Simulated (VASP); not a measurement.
# Energy against moment in zigzag Ti chain, bond 2.395 A, part 5 of 5

What does it cost to change the moment of zigzag Ti chain, bond 2.395 A?

VASP 6.6.1, plane waves and PAW; the level of theory is named at each step.

Still holding for the runs below: A U on the itinerant d states of such a compound is hard to justify; it moves the bands at the Fermi level and favours large moments.

So far. Step 7 (Fixed spin moment, fixed moment 5.01): Energy at zero smearing: -2.87949 eV.

## 8. Fixed spin moment, fixed moment 6.26 (continued)

Level of this step: PBE, DFT+U (Ti d 5 eV), spin-polarised, total moment fixed; plane waves and PAW (Ti) (VASP).

OUTCAR, selected parts (step 8):

```text
atom =   1  type =  1  l = 2

 onsite density matrix

spin component  1

  0.3926  0.0000  0.0000  0.0000  0.0000
  0.0000  0.5377  0.0000  0.0000  0.0000
  0.0000  0.0000  0.5179  0.0000 -0.0008
  0.0000  0.0000  0.0000  0.7729  0.0000
  0.0000  0.0000 -0.0008  0.0000  0.1457

spin component  2

  0.0000  0.0000  0.0000  0.0000  0.0000
  0.0000  0.0000  0.0000  0.0000  0.0000
  0.0000  0.0000  0.0290  0.0000 -0.0095
  0.0000  0.0000  0.0000  0.0019  0.0000
  0.0000  0.0000 -0.0095  0.0000  0.0075

 occupancies and eigenvectors

  o =  0.0000  v =  0.0000  0.0000  0.0000  0.0000  0.0000  0.0000  1.0000  0.0000  0.0000  0.0000      0.0000  0.0000  0.0000  0.0000  0.0000  0.0000  0.0000  0.0000  0.0000  0.0000
  o =  0.0000  v =  0.0000  0.0000  0.0000  0.0000  0.0000  1.0000  0.0000  0.0000  0.0000  0.0000      0.0000  0.0000  0.0000  0.0000  0.0000  0.0000  0.0000  0.0000  0.0000  0.0000
  o =  0.0019  v =  0.0000  0.0000  0.0000  0.0000  0.0000  0.0000  0.0000  0.0000  1.0000  0.0000      0.0000  0.0000  0.0000  0.0000  0.0000  0.0000  0.0000  0.0000  0.0000  0.0000
  o =  0.0039  v =  0.0000  0.0000  0.0000  0.0000  0.0000  0.0000  0.0000 -0.3536  0.0000 -0.9354      0.0000  0.0000  0.0000  0.0000  0.0000  0.0000  0.0000  0.0000  0.0000  0.0000
  o =  0.0326  v =  0.0000  0.0000  0.0000  0.0000  0.0000  0.0000  0.0000 -0.9354  0.0000  0.3536      0.0000  0.0000  0.0000  0.0000  0.0000  0.0000  0.0000  0.0000  0.0000  0.0000
  o =  0.1457  v =  0.0000  0.0000 -0.0021  0.0000 -1.0000  0.0000  0.0000  0.0000  0.0000  0.0000      0.0000  0.0000  0.0000  0.0000  0.0000  0.0000  0.0000  0.0000  0.0000  0.0000
  o =  0.3926  v =  1.0000  0.0000  0.0000  0.0000  0.0000  0.0000  0.0000  0.0000  0.0000  0.0000      0.0000  0.0000  0.0000  0.0000  0.0000  0.0000  0.0000  0.0000  0.0000  0.0000
  o =  0.5179  v =  0.0000  0.0000 -1.0000  0.0000  0.0021  0.0000  0.0000  0.0000  0.0000  0.0000      0.0000  0.0000  0.0000  0.0000  0.0000  0.0000  0.0000  0.0000  0.0000  0.0000
  o =  0.5377  v =  0.0000  1.0000  0.0000  0.0000  0.0000  0.0000  0.0000  0.0000  0.0000  0.0000      0.0000  0.0000  0.0000  0.0000  0.0000  0.0000  0.0000  0.0000  0.0000  0.0000
  o =  0.7729  v =  0.0000  0.0000  0.0000  1.0000  0.0000  0.0000  0.0000  0.0000  0.0000  0.0000      0.0000  0.0000  0.0000  0.0000  0.0000  0.0000  0.0000  0.0000  0.0000  0.0000

atom =   2  type =  1  l = 2

 onsite density matrix

spin component  1

spin component  2

 occupancies and eigenvectors

  o =  0.0000  v =  0.0000  0.0000  0.0000  0.0000  0.0000  0.0000  1.0000  0.0000  0.0000  0.0000      0.0000  0.0000  0.0000  0.0000  0.0000  0.0000  0.0000  0.0000  0.0000  0.0000
  o =  0.0000  v =  0.0000  0.0000  0.0000  0.0000  0.0000  1.0000  0.0000  0.0000  0.0000  0.0000      0.0000  0.0000  0.0000  0.0000  0.0000  0.0000  0.0000  0.0000  0.0000  0.0000
[...]
o =  0.0039  v =  0.0000  0.0000  0.0000  0.0000  0.0000  0.0000  0.0000 -0.3536  0.0000 -0.9354      0.0000  0.0000  0.0000  0.0000  0.0000  0.0000  0.0000  0.0000  0.0000  0.0000
  o =  0.0326  v =  0.0000  0.0000  0.0000  0.0000  0.0000  0.0000  0.0000 -0.9354  0.0000  0.3536      0.0000  0.0000  0.0000  0.0000  0.0000  0.0000  0.0000  0.0000  0.0000  0.0000
  o =  0.1457  v =  0.0000  0.0000 -0.0021 -0.0000 -1.0000  0.0000  0.0000  0.0000  0.0000  0.0000      0.0000  0.0000  0.0000  0.0000  0.0000  0.0000  0.0000  0.0000  0.0000  0.0000
  o =  0.3926  v =  1.0000  0.0000  0.0000  0.0000  0.0000  0.0000  0.0000  0.0000  0.0000  0.0000      0.0000  0.0000  0.0000  0.0000  0.0000  0.0000  0.0000  0.0000  0.0000  0.0000
  o =  0.5179  v =  0.0000  0.0000  1.0000 -0.0000 -0.0021  0.0000  0.0000  0.0000  0.0000  0.0000      0.0000  0.0000  0.0000  0.0000  0.0000  0.0000  0.0000  0.0000  0.0000  0.0000
  o =  0.5377  v =  0.0000  1.0000  0.0000  0.0000  0.0000  0.0000  0.0000  0.0000  0.0000  0.0000      0.0000  0.0000  0.0000  0.0000  0.0000  0.0000  0.0000  0.0000  0.0000  0.0000
  o =  0.7729  v =  0.0000  0.0000  0.0000  1.0000  0.0000  0.0000  0.0000  0.0000  0.0000  0.0000      0.0000  0.0000  0.0000  0.0000  0.0000  0.0000  0.0000  0.0000  0.0000  0.0000

 spin component 1
 k-point     1 :       0.0000    0.0000    0.0000
  band No.  band energies     occupation
    ...
      3      -5.6905      1.00000
      4      -4.9506      1.00000
      5      -3.7944      1.00000
      6      -3.4924      1.00000
      7      -2.7786      0.86655
      8      -2.7051      0.30256
      9      -2.7033      0.28877
     10      -2.1205     -0.00000
     11      -1.7888     -0.00000

 k-point     2 :       0.0000    0.0000    0.0476
  band No.  band energies     occupation
    ...
      3      -5.7327      1.00000
      4      -4.9537      1.00000
      5      -3.7623      1.00000
      6      -3.4304      1.00000
      7      -3.0318      1.00008
      8      -2.7214      0.43443
      9      -2.4710     -0.00080
     10      -2.1431     -0.00000
     11      -1.9730     -0.00000

  Total        5.8753106      0.2776362      7.0059242      0.0000000      0.0000000      0.0000000
  in kB       22.7453257      1.0748242     27.1223153      0.0000000      0.0000000      0.0000000
  external PRESSURE =      16.9808218 kB  Pullay stress =       0.0000000 kB

 POSITION                                       TOTAL-FORCE (eV/Angst)
 -----------------------------------------------------------------------------------
      5.04200      6.00000      0.00000        -2.913486      0.000000      0.000000
      6.95800      6.00000      1.43700         2.913486      0.000000      0.000000
 -----------------------------------------------------------------------------------
    total drift:                                0.000000     -0.000000     -0.000000

  FREE ENERGIE OF THE ION-ELECTRON SYSTEM (eV)
  ---------------------------------------------------
  free  energy   TOTEN  =        -2.8721173190 eV

  energy  without entropy=       -2.8632093631  energy(sigma->0) =       -2.86914800

 magnetization (x)
# of ion       s       p       d       tot
------------------------------------------
    1        0.120   0.310   2.316   2.746
    2        0.120   0.310   2.316   2.746
--------------------------------------------------
tot          0.239   0.620   4.633   5.492

[... 9 parts as in an earlier step ...]

[... 15 further parts left out ...]
[key lines of the parts left out:]
E-fermi :  -3.0100
```

The electronic loop did not meet EDIFF within NELM cycles, so this run is left out of the comparison.

## 9. Fixed spin moment, fixed moment 7.51

Input file INCAR:

```
SYSTEM = Ti
PREC = Normal
ENCUT = 350
EDIFF = 1E-06
NELM = 150
ISMEAR = 1
SIGMA = 0.1
LREAL = .FALSE.
ALGO = Normal
GGA = PE
NBANDS = 11
ISPIN = 2
MAGMOM = 3.75 3.75
LDAU = .TRUE.
LDAUTYPE = 2
LDAUL = 2
LDAUU = 5
LDAUJ = 0
LDAUPRINT = 1
LASPH = .TRUE.
LMAXMIX = 4
LORBIT = 11
LWAVE = .FALSE.
LCHARG = .FALSE.
KPAR = 2
AMIX = 0.2
BMIX = 1E-04
AMIX_MAG = 0.8
BMIX_MAG = 1E-04
NUPDOWN = 7.51
```

Input file POSCAR:

```
Ti
1.0
   12.0000000000      0.0000000000      0.0000000000
    0.0000000000     12.0000000000      0.0000000000
    0.0000000000      0.0000000000      2.8740000000
Ti
2
Direct
    0.4201666667      0.5000000000      0.0000000000
    0.5798333333      0.5000000000      0.5000000000
```

Input file KPOINTS:

```
Automatic mesh
0
Gamma
1 1 21
0 0 0
```

The projector-augmented-wave data sets are Ti (PBE family, release 64).

The run is started by

```bash
$ mpirun -np 2 vasp_std
```

What it wrote:

```text
[... set-up lines as in an earlier step ...]
 entering main loop
       N       E                     dE             d eps       ncg     rms          rms(c)
DAV:   1     0.324638174001E+02    0.32464E+02   -0.16451E+03   484   0.325E+02
DAV:   2     0.787690405659E+00   -0.31676E+02   -0.29695E+02   657   0.744E+01
DAV:   3    -0.199308469406E+01   -0.27808E+01   -0.25730E+01   717   0.248E+01
DAV:   4    -0.216336761031E+01   -0.17028E+00   -0.16398E+00   744   0.556E+00
[...]
DAV:  53    -0.284821156116E+01   -0.10768E-04   -0.32589E-05   678   0.296E-02    0.586E-03
DAV:  54    -0.284821316122E+01   -0.16001E-05   -0.72270E-06   540   0.165E-02    0.597E-03
DAV:  55    -0.284821322132E+01   -0.60103E-07   -0.50572E-07   366   0.493E-03
   1 F= -.28482132E+01 E0= -.28481976E+01  d E =-.469642E-04  mag=     7.5100
```

Wall time 75 s (2 MPI ranks of AMD EPYC 7R43, shared host); peak memory 0.5 GiB; 2.5 min of CPU time.

OUTCAR, selected parts (step 9):

```text
  Total        7.3256090      0.0042647      8.6867297      0.0000000      0.0000000      0.0000000
  in kB       28.3599239      0.0165101     33.6292850      0.0000000      0.0000000      0.0000000
  external PRESSURE =      20.6685730 kB  Pullay stress =       0.0000000 kB

 POSITION                                       TOTAL-FORCE (eV/Angst)
 -----------------------------------------------------------------------------------
      5.04200      6.00000      0.00000        -3.816672      0.000000      0.000000
      6.95800      6.00000      1.43700         3.816672      0.000000      0.000000
 -----------------------------------------------------------------------------------
    total drift:                                0.000000     -0.000000     -0.000000

  FREE ENERGIE OF THE ION-ELECTRON SYSTEM (eV)
  ---------------------------------------------------
  free  energy   TOTEN  =        -2.8482132213 eV

  energy  without entropy=       -2.8481662571  energy(sigma->0) =       -2.84819757

 magnetization (x)
# of ion       s       p       d       tot
------------------------------------------
    1        0.268   0.366   2.560   3.195
    2        0.268   0.366   2.560   3.195
--------------------------------------------------
tot          0.537   0.732   5.120   6.390

[... 2 parts as in an earlier step ...]

[... 1 further part left out ...]
[key lines of the parts left out:]
E-fermi :  -4.7259
```

Energy at zero smearing: -2.84820 eV.

## 10. Fixed spin moment, fixed moment 8.76

Edit INCAR of step 9 so:

```diff
@@ -12,3 +12,3 @@
 ISPIN = 2
-MAGMOM = 3.75 3.75
+MAGMOM = 4.38 4.38
 LDAU = .TRUE.
@@ -29,2 +29,2 @@
 BMIX_MAG = 1E-04
-NUPDOWN = 7.51
+NUPDOWN = 8.76
```

POSCAR is that of step 9.

KPOINTS is that of step 9.

The run is started by

```bash
$ mpirun -np 2 vasp_std
```

What it wrote:

```text
[... set-up lines as in an earlier step ...]
 entering main loop
       N       E                     dE             d eps       ncg     rms          rms(c)
```

Run time: 16 min. Hardware: 2 MPI ranks.

The moment asked for exceeds the number of valence electrons, so no state can meet it.

## 11. Summary

This step: fixed spin moments, PBE, DFT+U (Ti d 5 eV); plane waves and PAW (VASP 6.6.1).

This step runs nothing: it gathers the runs above.

Numbers from this step:

* free moment: 5.843 μB
* magnetic energy: 531.2 meV/magnetic atom

Energy above the free run against moment of the cell:

```
moment of the cell (μB)  energy above the free run (meV/magnetic atom)
                   0.00                                            531
                   1.25                                            300
                   5.01                                           72.7
                   7.51                                           88.3
```

## 12. Results

```json
{
  "free moment": "5.84 μB"
}
```

The cell was run as typed, and forces of at least 2.5 eV/Å remain in every run with moments, so its atoms stand far from any minimum at this level and some may sit on wrong sites; the results belong to this cell alone. Left free, the cell holds 5.84 μB. Forcing 7.51 μB costs 88 meV for each atom counted as magnetic, from the free run. With U the runs can end in different orbital states, so steps in the curve are no smooth property of the moment. The free state lies below the one held at no total moment, by the amount in the table. U on a cell of metallic elements alone is a test of sensitivity more than a model of the material.

[Lines on the potential files, build, host, timing and source positions are cut from VASP's logs without a mark.]

[Logs are printed without paths, hosts, clocks, repeated set-up lines and the standing remarks that a program may print on its own settings, such as how far it seeks lower states.]

[Hosts, paths, dates, database ids (printed as entryN), source tags and the programs' standing remarks are cut or masked in the printed files.]

[In band tables of VASP the shares of atoms and orbitals are scaled to a sum of 1 inside the atoms' spheres.]

[Runs that stopped without an error message from VASP are left out.]
